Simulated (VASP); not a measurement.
# Vibrations of TaAs: a test of the settings, part 3 of 3

Aim: test the modes of TaAs against the numerical settings. The starting structure is a computed structure from the Materials Project.

VASP 6.6.1.

Results so far: reference B1 (2) 262.0 cm⁻¹; a 6×6×6 mesh B1 (2) 261.3 cm⁻¹; a cutoff of 220 eV B1 (2) 261.9 cm⁻¹.

## (5) Modes with a 14×14×14 mesh

Level of this step: LDA; plane waves and PAW (Ta_pv, As) (VASP).

Against step 2 the input has a 14×14×14 mesh.

File INCAR:

```
SYSTEM = TaAs
PREC = Accurate
ENCUT = 450
EDIFF = 1E-08
NELM = 100
ISMEAR = 0
SIGMA = 0.05
LREAL = .FALSE.
ALGO = Normal
GGA = CA
NBANDS = 22
LASPH = .TRUE.
LORBIT = 11
LWAVE = .FALSE.
LCHARG = .FALSE.
KPAR = 8
IBRION = 8
ISIF = 2
```

File POSCAR:

```
TaAs
1.0
    0.0000000000     -3.4107368266      0.0000000000
   -3.4107368266      0.0000000000      0.0000000000
    1.7053684133     -1.7053684133     -5.7694265368
Ta As
2 2
Direct
    0.5003035622      0.4996964378      0.9993928757
    0.2503035622      0.2496964378      0.4993928757
    0.0822958578      0.9177041422      0.8354082843
    0.8322958578      0.6677041422      0.3354082843
```

File KPOINTS:

```
Automatic mesh
0
Gamma
14 14 14
0 0 0
```

The projector-augmented-wave data sets are Ta_pv and As (LDA family, release 64).

The run is started by

```console
$ mpirun -np 8 vasp_std
```

What it wrote:

```text
[... set-up lines as in an earlier step ...]
 entering main loop
       N       E                     dE             d eps       ncg     rms          rms(c)
DAV:   1     0.220546860486E+03    0.22055E+03   -0.15415E+04 10760   0.126E+03
DAV:   2    -0.308944984501E+02   -0.25144E+03   -0.24161E+03 12476   0.349E+02
DAV:   3    -0.405663852087E+02   -0.96719E+01   -0.94129E+01 13810   0.618E+01
DAV:   4    -0.407297527788E+02   -0.16337E+00   -0.16240E+00 13178   0.764E+00
[...]
DAV:  12    -0.389540363691E+02    0.15340E-05   -0.72776E-06 13058   0.191E-02    0.104E-03
DAV:  13    -0.389540363682E+02    0.92359E-09   -0.27627E-07 13588   0.343E-03    0.739E-04
DAV:  14    -0.389540363667E+02    0.14243E-08   -0.19257E-08 10614   0.100E-03
   1 F= -.38954036E+02 E0= -.38953816E+02  d E =-.439808E-03
 Linear response reoptimize wavefunctions to high precision
DAV:   1    -0.389540363663E+02    0.40336E-09   -0.27191E-09  9198   0.439E-04
DAV:   2    -0.389540363664E+02   -0.26375E-10   -0.29121E-10  7636   0.122E-04
 Linear response DOF=           6
 Linear response progress:
[...]
RMM:  11    -0.434415135724E-01    0.13891E-06   -0.10571E-08 64502   0.475E-05    0.284E-05
RMM:  12    -0.434415323592E-01   -0.18787E-07   -0.69625E-09 64338   0.167E-05    0.606E-06
RMM:  13    -0.434415415393E-01   -0.91801E-08    0.22169E-10 58285   0.915E-06    0.518E-06
 first order change of Fermi-energy   0.71682E-05
 force on displaced ion       3 direction 2 :   0.000 -10.991   0.000
 Linear response progress:
  Degree of freedom:   6/  6
       N       E                     dE             d eps       ncg     rms          rms(c)
RMM:   1    -0.571543286798E-01   -0.57154E-01    0.95495E-02 45936   0.121E+00
RMM:   2    -0.568203124275E-01    0.33402E-03   -0.32206E-03 31861   0.276E-01    0.198E-01
RMM:   3    -0.567739325565E-01    0.46380E-04   -0.10280E-03 33364   0.158E-01    0.155E-01
RMM:   4    -0.567120459468E-01    0.61887E-04   -0.24987E-04 31762   0.714E-02    0.960E-02
[...]
RMM:  10    -0.567954839806E-01   -0.12296E-06    0.11022E-08 34599   0.136E-04    0.445E-05
RMM:  11    -0.567954947786E-01   -0.10798E-07   -0.97214E-09 35614   0.601E-05    0.716E-06
RMM:  12    -0.567954925900E-01    0.21886E-08    0.24367E-09 37885   0.245E-05    0.416E-06
 first order change of Fermi-energy  -0.21864E-01
 force on displaced ion       3 direction 3 :  -0.000   0.000 -15.700
 Linear response finished
```

Elapsed: 6.1 min, on 8 MPI ranks of Intel Xeon 6975P-C (Granite Rapids), shared host; peak memory 13 GiB.

OUTCAR, selected parts (step 5):

```text
  Total        0.0106790      0.0106790     -0.0390294      0.0000000      0.0000000      0.0000000
  in kB        0.2549240      0.2549240     -0.9316931      0.0000000      0.0000000      0.0000000
  external PRESSURE =      -0.1406151 kB  Pullay stress =       0.0000000 kB

 POSITION                                       TOTAL-FORCE (eV/Angst)
 -----------------------------------------------------------------------------------
      0.00000     -3.41074     -5.76592        -0.000000      0.000000     -0.001863
      0.00000     -1.70537     -2.88121        -0.000000      0.000000     -0.001863
     -1.70537     -1.70537     -4.81983        -0.000000     -0.000000      0.001863
     -1.70537     -3.41074     -1.93511         0.000000      0.000000      0.001863
 -----------------------------------------------------------------------------------
    total drift:                               -0.000002      0.000002      0.000211

[... 1 part as in an earlier step ...]

[... 1 further part left out ...]
```

With a 14×14×14 mesh the modes are at the top B1 (2) 262.6, E (3) 259.5 cm⁻¹, at the bottom B1 (1) 173.5, E (1) 126.6 cm⁻¹, with 2 more of the listed ones between; the largest shift is +3.3 cm⁻¹, in E (3), from the reference.

## (6) Modes with a smearing width of 0.02 eV

Against step 2 the input has SIGMA = 0.02.

INCAR: that of step 5 with these lines changed.

```diff
@@ -6,3 +6,3 @@
 ISMEAR = 0
-SIGMA = 0.05
+SIGMA = 0.02
 LREAL = .FALSE.
```

POSCAR is that of step 5.

File KPOINTS:

```
Automatic mesh
0
Gamma
10 10 10
0 0 0
```

The run is started by

```console
$ mpirun -np 8 vasp_std
```

What it wrote:

```text
[... set-up lines as in an earlier step ...]
 entering main loop
       N       E                     dE             d eps       ncg     rms          rms(c)
DAV:   1     0.220462629549E+03    0.22046E+03   -0.15470E+04  4496   0.126E+03
DAV:   2    -0.312069284931E+02   -0.25167E+03   -0.24180E+03  5262   0.349E+02
DAV:   3    -0.405736536375E+02   -0.93667E+01   -0.91259E+01  5732   0.610E+01
DAV:   4    -0.407281057039E+02   -0.15445E+00   -0.15373E+00  5534   0.748E+00
[...]
DAV:  12    -0.389489306097E+02    0.17438E-05   -0.83639E-06  5508   0.203E-02    0.109E-03
DAV:  13    -0.389489306093E+02    0.46066E-09   -0.32785E-07  5676   0.374E-03    0.789E-04
DAV:  14    -0.389489306069E+02    0.23933E-08   -0.21128E-08  4608   0.106E-03
   1 F= -.38948931E+02 E0= -.38948842E+02  d E =-.176737E-03
 Linear response reoptimize wavefunctions to high precision
DAV:   1    -0.389489306066E+02    0.24693E-09   -0.23706E-09  3812   0.403E-04
DAV:   2    -0.389489306067E+02   -0.75033E-10   -0.25131E-10  3156   0.122E-04
 Linear response DOF=           6
 Linear response progress:
[...]
RMM:  12    -0.434660057629E-01   -0.17918E-07   -0.90129E-09 24529   0.217E-05    0.743E-06
RMM:  13    -0.434660158445E-01   -0.10082E-07   -0.33121E-09 22358   0.139E-05    0.577E-06
RMM:  14    -0.434660189370E-01   -0.30925E-08   -0.20011E-09 19692   0.122E-05    0.335E-07
 first order change of Fermi-energy   0.44840E-05
 force on displaced ion       3 direction 2 :   0.000 -10.903   0.000
 Linear response progress:
  Degree of freedom:   6/  6
       N       E                     dE             d eps       ncg     rms          rms(c)
RMM:   1    -0.570920924139E-01   -0.57092E-01    0.96303E-02 18340   0.121E+00
RMM:   2    -0.568297027365E-01    0.26239E-03   -0.32094E-03 12737   0.277E-01    0.197E-01
RMM:   3    -0.567842789796E-01    0.45424E-04   -0.10461E-03 13319   0.159E-01    0.155E-01
RMM:   4    -0.567229131172E-01    0.61366E-04   -0.26254E-04 12662   0.719E-02    0.960E-02
[...]
RMM:  14    -0.568054240023E-01    0.76319E-09    0.12731E-07 11843   0.124E-05    0.262E-07
RMM:  15    -0.568054240110E-01   -0.87343E-11    0.12058E-07  8709   0.112E-05    0.124E-07
RMM:  16    -0.568054239531E-01    0.57880E-10    0.13360E-07  7903   0.110E-05    0.206E-08
 first order change of Fermi-energy  -0.18340E+00
 force on displaced ion       3 direction 3 :   0.000  -0.000 -15.679
 Linear response finished
```

Run time: 2.6 min. Hardware: 8 MPI ranks; peak memory 5.8 GiB; 21 min of CPU time.

OUTCAR, selected parts (step 6):

```text
  Total        0.0117575      0.0117575     -0.0039191      0.0000000      0.0000000      0.0000000
  in kB        0.2806713      0.2806713     -0.0935553      0.0000000      0.0000000      0.0000000
  external PRESSURE =       0.1559291 kB  Pullay stress =       0.0000000 kB

 POSITION                                       TOTAL-FORCE (eV/Angst)
 -----------------------------------------------------------------------------------
      0.00000     -3.41074     -5.76592         0.000000     -0.000000      0.001109
      0.00000     -1.70537     -2.88121         0.000000     -0.000000      0.001109
     -1.70537     -1.70537     -4.81983        -0.000000      0.000000     -0.001109
     -1.70537     -3.41074     -1.93511        -0.000000      0.000000     -0.001109
 -----------------------------------------------------------------------------------
    total drift:                               -0.000002      0.000002      0.000210

[... 2 parts as in an earlier step ...]
```

With a smearing width of 0.02 eV the modes are at the top B1 (2) 262.0, A1 253.6 cm⁻¹, at the bottom B1 (1) 168.9, E (1) 124.0 cm⁻¹, with 2 more of the listed ones between; the largest shift is -4.0 cm⁻¹, in E (3), from the reference.

## (7) Modes with finite displacements

Against step 2 the input has IBRION = 6, NFREE = 2 and POTIM = 0.015 (also changed: NSW).

INCAR: that of step 6 with these lines changed.

```diff
@@ -6,3 +6,3 @@
 ISMEAR = 0
-SIGMA = 0.02
+SIGMA = 0.05
 LREAL = .FALSE.
@@ -16,3 +16,6 @@
 KPAR = 8
-IBRION = 8
+IBRION = 6
+NFREE = 2
+POTIM = 0.015
+NSW = 1
 ISIF = 2
```

POSCAR is that of step 6.

KPOINTS is that of step 6.

The run is started by

```console
$ mpirun -np 8 vasp_std
```

What it wrote:

```text
[... set-up lines as in an earlier step ...]
 entering main loop
       N       E                     dE             d eps       ncg     rms          rms(c)
[... 14 cycles as in an earlier step ...]
   1 F= -.38949276E+02 E0= -.38948914E+02  d E =-.724526E-03
[... from here on, the cycles between the ionic steps are left out ...]
   2 F= -.38948005E+02 E0= -.38947685E+02  d E =-.639956E-03
   3 F= -.38948005E+02 E0= -.38947685E+02  d E =-.639962E-03
   4 F= -.38947355E+02 E0= -.38946994E+02  d E =-.721789E-03
   5 F= -.38947355E+02 E0= -.38946994E+02  d E =-.721791E-03
   6 F= -.38947489E+02 E0= -.38947146E+02  d E =-.685904E-03
   7 F= -.38947445E+02 E0= -.38947078E+02  d E =-.734637E-03
   8 F= -.38947619E+02 E0= -.38947285E+02  d E =-.667038E-03
   9 F= -.38947618E+02 E0= -.38947285E+02  d E =-.667016E-03
  10 F= -.38948044E+02 E0= -.38947686E+02  d E =-.717453E-03
  11 F= -.38948045E+02 E0= -.38947686E+02  d E =-.717454E-03
  12 F= -.38947492E+02 E0= -.38947116E+02  d E =-.750474E-03
  13 F= -.38947535E+02 E0= -.38947184E+02  d E =-.702392E-03
 Finite differences progress:
  Degree of freedom:   6/  6
  Displacement:        2/  2
  Total:              12/ 12
```

Wall time 1.8 min (8 MPI ranks); peak memory 4.7 GiB; 14 min of CPU time.

Parts of OUTCAR (step 7):

```text
  Total        0.0122859      0.1063277     -0.1134118      0.0000000      0.0000000      0.0000000
  in kB        0.2932832      2.5382133     -2.7073208      0.0000000      0.0000000      0.0000000
  external PRESSURE =       0.0413919 kB  Pullay stress =       0.0000000 kB

 POSITION                                       TOTAL-FORCE (eV/Angst)
 -----------------------------------------------------------------------------------
      0.00000     -3.41074     -5.76592        -0.000000      0.000000     -0.081680
      0.00000     -1.70537     -2.88121        -0.000000      0.000000     -0.102489
     -1.70537     -1.70537     -4.83483         0.000000     -0.000000      0.231971
     -1.70537     -3.41074     -1.93511        -0.000000      0.000000     -0.047801
 -----------------------------------------------------------------------------------
    total drift:                               -0.000002      0.000003      0.000209

  FREE ENERGIE OF THE ION-ELECTRON SYSTEM (eV)
  ---------------------------------------------------
  free  energy   TOTEN  =       -38.9475350399 eV

  energy  without entropy=      -38.9468326475  energy(sigma->0) =      -38.94718384

[... 2 parts as in an earlier step ...]

[... 1 further part left out ...]
[key lines of the parts left out:]
E-fermi :   7.2647
```

The last energy, forces and stress in OUTCAR belong to the last displaced cell, not to that of POSCAR.

With finite displacements the modes are at the top B1 (2) 261.9, E (3) 255.3 cm⁻¹, at the bottom B1 (1) 170.8, E (1) 125.1 cm⁻¹, with 2 more of the listed ones between; the largest shift is -0.9 cm⁻¹, in E (3), from the reference.

## (8) All runs side by side

```
                        run  B1 (2)  E (3)     A1  E (2)  B1 (1)  E (1)                method  core minutes
                  reference   262.0  256.2  253.6  235.0   171.0  125.5   perturbation theory          20.8
               a 6×6×6 mesh   261.3  245.1  254.6  234.9   168.7  121.6   perturbation theory           9.6
         a cutoff of 220 eV   261.9  256.3  253.6  235.0   170.7  125.1   perturbation theory          8.67
            a 14×14×14 mesh   262.6  259.5  253.4  235.0   173.5  126.6   perturbation theory          48.7
a smearing width of 0.02 eV   262.0  252.2  253.6  234.8   168.9  124.0   perturbation theory          20.9
       finite displacements   261.9  255.3  253.6  234.9   170.8  125.1  finite displacements          14.4
```

Modes are in cm⁻¹, degenerate ones as one, matched between runs by symmetry and order. A number in brackets counts the listed modes of one symmetry from the lowest. The symmetry labels come from an automatic analysis and can be wrong where levels nearly coincide. Core minutes are wall time times ranks of the run shown, on a shared host.

## (9) Results

```
B1 (2), reference                   : 262.0 cm⁻¹
E (1), reference                    : 125.5 cm⁻¹
B1 (2), a 6×6×6 mesh                : 261.3 cm⁻¹
E (1), a 6×6×6 mesh                 : 121.6 cm⁻¹
B1 (2), a cutoff of 220 eV          : 261.9 cm⁻¹
E (1), a cutoff of 220 eV           : 125.1 cm⁻¹
B1 (2), a 14×14×14 mesh             : 262.6 cm⁻¹
E (1), a 14×14×14 mesh              : 126.6 cm⁻¹
B1 (2), a smearing width of 0.02 eV : 262.0 cm⁻¹
E (1), a smearing width of 0.02 eV  : 124.0 cm⁻¹
B1 (2), finite displacements        : 261.9 cm⁻¹
E (1), finite displacements         : 125.1 cm⁻¹
```

The largest change comes with a 6×6×6 mesh: -11.1 cm⁻¹ in E (3). On finer settings the modes change by up to +3.3 cm⁻¹ in E (3) with a 14×14×14 mesh. Other changes move the modes by more: -11.1 cm⁻¹ in E (3) with a 6×6×6 mesh and -4.0 cm⁻¹ in E (3) with a smearing width of 0.02 eV. Further runs on this material are not shown.

[Lines on the potential files, build, host, timing and source positions are cut from VASP's logs without a mark.]

[Logs are printed without paths, hosts, clocks, repeated set-up lines and the standing remarks that a program may print on its own settings, such as how far it seeks lower states.]

[Hosts, paths, dates, database ids (printed as entryN), source tags and the programs' standing remarks are cut or masked in the printed files.]
